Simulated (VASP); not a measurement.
Output of a VASP run:

OUTCAR:
```
 ion  position               nearest neighbor table
   1  0.000  0.000  0.000-   3 2.86   4 2.86   4 2.86   3 2.86   4 2.86   3 2.86
   2  0.000  0.000  0.500-   3 2.86   4 2.86   4 2.86   3 2.86   4 2.86   3 2.86
   3  0.333  0.667  0.250-   1 2.86   2 2.86   1 2.86   2 2.86   1 2.86   2 2.86
   4  0.667  0.333  0.750-   1 2.86   2 2.86   1 2.86   2 2.86   1 2.86   2 2.86
  LATTYP: Found a hexagonal cell.
 ALAT       =     2.8318740368
 C/A-ratio  =     3.3110941831
 Subroutine PRICEL returns:
 Original cell was already a primitive cell.
 Subroutine GETGRP returns: Found 24 space group operations
The static configuration has the point symmetry D_3d.
 The point group associated with its full space group is D_6h.
The dynamic configuration has the point symmetry D_3d.
 Subroutine INISYM returns: Found 24 space group operations
 Subroutine IBZKPT returns following result:
 Found     72 irreducible k-points:

 Following reciprocal coordinates:
            Coordinates               Weight
  0.000000  0.000000  0.000000      1.000000
  0.071429  0.000000  0.000000      6.000000
  0.142857  0.000000  0.000000      6.000000
  0.214286  0.000000  0.000000      6.000000
  0.285714  0.000000  0.000000      6.000000
  0.357143  0.000000  0.000000      6.000000
  0.428571  0.000000  0.000000      6.000000
  0.500000  0.000000  0.000000      3.000000
  0.071429  0.071429  0.000000      6.000000
  0.142857  0.071429  0.000000     12.000000
  0.214286  0.071429  0.000000     12.000000
  0.285714  0.071429  0.000000     12.000000
  0.357143  0.071429  0.000000     12.000000
  0.428571  0.071429  0.000000     12.000000
  0.142857  0.142857  0.000000      6.000000
  0.214286  0.142857  0.000000     12.000000
  0.285714  0.142857  0.000000     12.000000
  0.357143  0.142857  0.000000     12.000000
  0.428571  0.142857  0.000000      6.000000
  0.214286  0.214286  0.000000      6.000000
  0.285714  0.214286  0.000000     12.000000
  0.357143  0.214286  0.000000     12.000000
  0.285714  0.285714  0.000000      6.000000
  0.357143  0.285714  0.000000      6.000000
  0.000000  0.000000  0.250000      2.000000
  0.071429  0.000000  0.250000     12.000000
  0.142857  0.000000  0.250000     12.000000
  0.214286  0.000000  0.250000     12.000000
  0.285714  0.000000  0.250000     12.000000
  0.357143  0.000000  0.250000     12.000000
  0.428571  0.000000  0.250000     12.000000
  0.500000  0.000000  0.250000      6.000000
  0.071429  0.071429  0.250000     12.000000
  0.142857  0.071429  0.250000     24.000000
  0.214286  0.071429  0.250000     24.000000
  0.285714  0.071429  0.250000     24.000000
  0.357143  0.071429  0.250000     24.000000
  0.428571  0.071429  0.250000     24.000000
  0.142857  0.142857  0.250000     12.000000
  0.214286  0.142857  0.250000     24.000000
   k-points           NKPTS =     72   k-points in BZ     NKDIM =     72   number of bands    NBANDS=     10
   number of dos      NEDOS =    601   number of ions     NIONS =      4
   total plane-waves  NPLWV =  20736
   dimension x,y,z NGX =    18 NGY =   18 NGZ =   64
   dimension x,y,z NGXF=    36 NGYF=   36 NGZF=  128
   ions per type =               4
   PREC   = accura    normal or accurate (medium, high low for compatibility)
   ISTART =      0    job   : 0-new  1-cont  2-samecut
   ICHARG =      2    charge: 1-file 2-atom 10-const
   ISPIN  =      1    spin polarized calculation?
   LNONCOLLINEAR =      F non collinear calculations
   LSORBIT =      F    spin-orbit coupling
   INIWAV =      1    electr: 0-lowe 1-rand  2-diag
   ENCUT  =  400.0 eV  29.40 Ry    5.42 a.u.   4.62  4.62 15.29*2*pi/ulx,y,z
   NELM   =    100;   NELMIN=  2; NELMDL= -5     # of ELM steps
   EDIFF  = 0.1E-06   stopping-criterion for ELM
   LREAL  =      F    real-space projection
   NLSPLINE    = F    spline interpolate recip. space projectors
   LMAXMIX     =    2 max onsite mixed and CHGCAR
   VOSKOWN=      0    Vosko Wilk Nusair interpolation
...
```

File OSZICAR:
```
       N       E                     dE             d eps       ncg     rms          rms(c)
DAV:   1     0.370172040734E+01    0.37017E+01   -0.37014E+03  1448   0.740E+02
DAV:   2    -0.158361142277E+02   -0.19538E+02   -0.18658E+02  1978   0.878E+01
DAV:   3    -0.164239002577E+02   -0.58779E+00   -0.55836E+00  1928   0.139E+01
DAV:   4    -0.164300476573E+02   -0.61474E-02   -0.61188E-02  1810   0.146E+00
DAV:   5    -0.164301169674E+02   -0.69310E-04   -0.72238E-04  1832   0.144E-01    0.283E+00
DAV:   6    -0.163599362533E+02    0.70181E-01   -0.88394E-03  1666   0.628E-01    0.161E+00
DAV:   7    -0.163139440348E+02    0.45992E-01   -0.20276E-02  1546   0.912E-01    0.249E-01
DAV:   8    -0.163133781188E+02    0.56592E-03   -0.43788E-04  2114   0.138E-01    0.323E-02
DAV:   9    -0.163133800277E+02   -0.19089E-05   -0.18412E-05  1756   0.259E-02    0.547E-03
DAV:  10    -0.163133793387E+02    0.68901E-06   -0.50810E-07  1964   0.561E-03    0.135E-03
DAV:  11    -0.163133789999E+02    0.33877E-06   -0.90974E-09   990   0.848E-04    0.740E-04
DAV:  12    -0.163133785884E+02    0.41150E-06   -0.47037E-09   868   0.614E-04    0.230E-04
DAV:  13    -0.163133786005E+02   -0.12103E-07   -0.71603E-10   834   0.249E-04
   1 F= -.16313379E+02 E0= -.16313379E+02  d E =0.000000E+00
```

OUTCAR:
```
------------------------ aborting loop because EDIFF is reached ----------------------------------------
  FORCE on cell =-STRESS in cart. coord.  units (eV):
  Direction    XX          YY          ZZ          XY          YZ          ZX
  --------------------------------------------------------------------------------------
  Total       -0.0780893     -0.0780893     -0.4257656      0.0000000      0.0000000      0.0000000
  in kB       -1.9212240     -1.9212247    -10.4750748      0.0000000      0.0000000      0.0000000
  external PRESSURE =      -4.7725078 kB  Pullay stress =       0.0000000 kB
  volume of cell :       65.12
      direct lattice vectors                 reciprocal lattice vectors
     2.831874037  0.000000000  0.000000000     0.353123051  0.203875650  0.000000000
    -1.415937018  2.452475314  0.000000000     0.000000000  0.407751301  0.000000000
     0.000000000  0.000000000  9.376601650     0.000000000  0.000000000  0.106648447
 POSITION                                       TOTAL-FORCE (eV/Angst)
 -----------------------------------------------------------------------------------
      0.00000      0.00000      0.00000         0.000000      0.000000     -0.000000
      0.00000      0.00000      4.68830         0.000000      0.000000     -0.000000
     -0.00000      1.63498      2.34415         0.000000     -0.000000     -0.000000
      1.41594      0.81749      7.03245        -0.000000      0.000000      0.000000
 -----------------------------------------------------------------------------------
    total drift:                               -0.000000     -0.000000     -0.000000
  FREE ENERGIE OF THE ION-ELECTRON SYSTEM (eV)
  ---------------------------------------------------
  free  energy   TOTEN  =       -16.3133786005 eV

  energy  without entropy=      -16.3133786005  energy(sigma->0) =      -16.31337860

 total charge

# of ion       s       p       d       tot
------------------------------------------
    1        0.432   0.339   0.000   0.771
    2        0.432   0.339   0.000   0.771
    3        0.426   0.349   0.000   0.775
    4        0.426   0.349   0.000   0.775
--------------------------------------------------
tot          1.716   1.376   0.000   3.092

 Electric field gradients after diagonalization (V/A^2)
 (convention: |V_zz| > |V_xx| > |V_yy|)
----------------------------------------------------------------------
 ion       V_xx      V_yy      V_zz     asymmetry (V_yy - V_xx)/ V_zz
----------------------------------------------------------------------
   1      -0.882    -0.882     1.765       0.000
   2      -0.882    -0.882     1.765       0.000
   3      -0.299    -0.299     0.599       0.000
   4      -0.299    -0.299     0.599       0.000
```
(Selected blocks of OUTCAR.)

File POSCAR:
```
Al
1
    2.8318740368    -0.0000000000     0.0000000000
   -1.4159370185     2.4524753143    -0.0000000000
   -0.0000000000     0.0000000000     9.3766016504
Al
4
Direct
  1.0000000000   1.0000000000   0.0000000000
  1.0000000000   1.0000000000   0.5000000000
  0.3333330000   0.6666670000   0.2500000000
  0.6666670000   0.3333330000   0.7500000000
```

### Question
Write an INCAR and KPOINTS that could have produced this output.

### Answer
This is not unique; one that fits is the input of the run itself, PBEsol GGA, plane waves, VASP's PBE PAW potentials (set 64).

INCAR:
```
ISIF  =  2   # forces and stress, cell fixed
GGA  =  PS   # PBEsol
LREAL  =  F   # projection in real space or not
EDIFF  =  1E-7   # SCF stop (eV)
PREC  =  Accurate
LCHARG  =  T
ISMEAR  =  -5   # tetrahedra, Bloechl
LEFG  =  T
LWAVE  =  F
NEDOS  =  601
ALGO  =  Normal   # blocked Davidson
LASPH  =  T
NELM  =  100
LORBIT  =  11   # lm-projected
SYSTEM  =  Al
ENCUT  =  400
```

File KPOINTS:
```
Automatic mesh
0
Gamma
14 14 4
0 0 0
```

POTCAR, in this order: Al (PBE.64 set). Program: vasp_std.

For a metal the tetrahedron method with Blöchl corrections gives inexact stress and forces.

The structure was generated: Al was put into the dhcp type (P6_3/mmc), which need not be its known phase. It was relaxed first.
